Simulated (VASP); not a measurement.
Computed with PBE GGA, VASP's PBE PAW potentials (set 64) (plane waves; VASP 6.6.1).

The input files of a VASP run:

File KPOINTS:
```
Automatic mesh
0
Gamma
11 11 11
0 0 0
```

INCAR:
```
# general
SYSTEM  = FeAl
PREC    = Accurate
ENCUT   = 520
LREAL   = .FALSE.
LASPH   = .TRUE.

# electronic loop
EDIFF   = 1E-6
NELM    = 100
ALGO    = Normal
LMAXMIX = 4

# smearing
ISMEAR  = 1
SIGMA   = 0.1

# functional
GGA     = PE

# ions
IBRION  = 2
NSW     = 60
ISIF    = 3
EDIFFG  = -0.01

# output
LWAVE   = .FALSE.
LCHARG  = .FALSE.
```

### POSCAR
```
FeAl
1.0
  2.8685515949   0.0000000000   0.0000000000
  0.0000000000   2.8685515949   0.0000000000
  0.0000000000   0.0000000000   2.8685515949
Al Fe
1 1
Direct
  0.5000000000   0.5000000000   0.5000000000
  0.0000000000   0.0000000000   0.0000000000
```

POTCAR, in this order: Al Fe (PBE.64 set). Program: vasp_std.

Output

### OUTCAR
```
 ion  position               nearest neighbor table
   1  0.500  0.500  0.500-   2 2.48   2 2.48   2 2.48   2 2.48   2 2.48   2 2.48   2 2.48   2 2.48
  LATTYP: Found a simple cubic cell.
 ALAT       =     2.8685515949
 Subroutine PRICEL returns:
 Original cell was already a primitive cell.
 Subroutine GETGRP returns: Found 48 space group operations
The static configuration has the point symmetry O_h .
The dynamic configuration has the point symmetry O_h .
 Subroutine INISYM returns: Found 48 space group operations
 Subroutine IBZKPT returns following result:
 Found     56 irreducible k-points:

 Following reciprocal coordinates:
            Coordinates               Weight
  0.000000  0.000000  0.000000      1.000000
  0.090909  0.000000  0.000000      6.000000
  0.181818  0.000000  0.000000      6.000000
  0.272727  0.000000  0.000000      6.000000
  0.363636  0.000000  0.000000      6.000000
  0.454545  0.000000  0.000000      6.000000
  0.090909  0.090909  0.000000     12.000000
  0.181818  0.090909  0.000000     24.000000
  0.272727  0.090909  0.000000     24.000000
  0.363636  0.090909  0.000000     24.000000
  0.454545  0.090909  0.000000     24.000000
  0.181818  0.181818  0.000000     12.000000
  0.272727  0.181818  0.000000     24.000000
  0.363636  0.181818  0.000000     24.000000
  0.454545  0.181818  0.000000     24.000000
  0.272727  0.272727  0.000000     12.000000
  0.363636  0.272727  0.000000     24.000000
  0.454545  0.272727  0.000000     24.000000
  0.363636  0.363636  0.000000     12.000000
  0.454545  0.363636  0.000000     24.000000
  0.454545  0.454545  0.000000     12.000000
  0.090909  0.090909  0.090909      8.000000
  0.181818  0.090909  0.090909     24.000000
  0.272727  0.090909  0.090909     24.000000
  0.363636  0.090909  0.090909     24.000000
...
```

File OSZICAR:
```
       N       E                     dE             d eps       ncg     rms          rms(c)
DAV:   1     0.313734692134E+02    0.31373E+02   -0.51397E+03  1016   0.123E+03
DAV:   2    -0.133381384176E+02   -0.44712E+02   -0.43141E+02  1008   0.179E+02
DAV:   3    -0.145636429650E+02   -0.12255E+01   -0.12029E+01  1195   0.401E+01
DAV:   4    -0.145906952163E+02   -0.27052E-01   -0.26999E-01  1316   0.527E+00
DAV:   5    -0.145911453975E+02   -0.45018E-03   -0.45014E-03  1213   0.598E-01    0.138E+01
DAV:   6    -0.165539420801E+02   -0.19628E+01   -0.74534E+01  1140   0.135E+02    0.181E+01
DAV:   7    -0.126592787282E+02    0.38947E+01   -0.37162E+01  1134   0.841E+01    0.254E+00
DAV:   8    -0.126249199868E+02    0.34359E-01   -0.22147E-01  1149   0.595E+00    0.146E+00
DAV:   9    -0.126098872245E+02    0.15033E-01   -0.46602E-02  1192   0.328E+00    0.361E-01
DAV:  10    -0.126094580839E+02    0.42914E-03   -0.98602E-04  1270   0.431E-01    0.154E-01
DAV:  11    -0.126094460035E+02    0.12080E-04   -0.19280E-05  1162   0.486E-02    0.134E-02
DAV:  12    -0.126094448191E+02    0.11844E-05   -0.58452E-06  1079   0.324E-02    0.532E-03
DAV:  13    -0.126094446592E+02    0.15989E-06   -0.33472E-07   527   0.705E-03
   1 F= -.12609445E+02 E0= -.12609514E+02  d E =-.126094E+02
```

OUTCAR:
```
------------------------ aborting loop because EDIFF is reached ----------------------------------------
  FORCE on cell =-STRESS in cart. coord.  units (eV):
  Direction    XX          YY          ZZ          XY          YZ          ZX
  --------------------------------------------------------------------------------------
  Total        0.0038478      0.0038478      0.0038478     -0.0000000      0.0000000     -0.0000000
  in kB        0.2611777      0.2611777      0.2611777     -0.0000000      0.0000000     -0.0000000
  external PRESSURE =       0.2611777 kB  Pullay stress =       0.0000000 kB
  volume of cell :       23.60
      direct lattice vectors                 reciprocal lattice vectors
     2.868551595  0.000000000  0.000000000     0.348607988  0.000000000  0.000000000
     0.000000000  2.868551595  0.000000000     0.000000000  0.348607988  0.000000000
     0.000000000  0.000000000  2.868551595     0.000000000  0.000000000  0.348607988
 POSITION                                       TOTAL-FORCE (eV/Angst)
 -----------------------------------------------------------------------------------
      1.43428      1.43428      1.43428         0.000000      0.000000      0.000000
      0.00000      0.00000      0.00000         0.000000      0.000000      0.000000
 -----------------------------------------------------------------------------------
    total drift:                                0.000000      0.000000      0.000000
  FREE ENERGIE OF THE ION-ELECTRON SYSTEM (eV)
  ---------------------------------------------------
  free  energy   TOTEN  =       -12.6094446592 eV

  energy  without entropy=      -12.6096532621  energy(sigma->0) =      -12.60951419

 reached required accuracy - stopping structural energy minimisation
```
(Selected blocks of OUTCAR.)

The compound is FeAl in the CsCl type structure. It was relaxed first. The start is the result of an earlier pass. The run is not spin-polarised, so no magnetic state was tried. The electron count is odd and the run is not spin-polarised, which forces a metal.
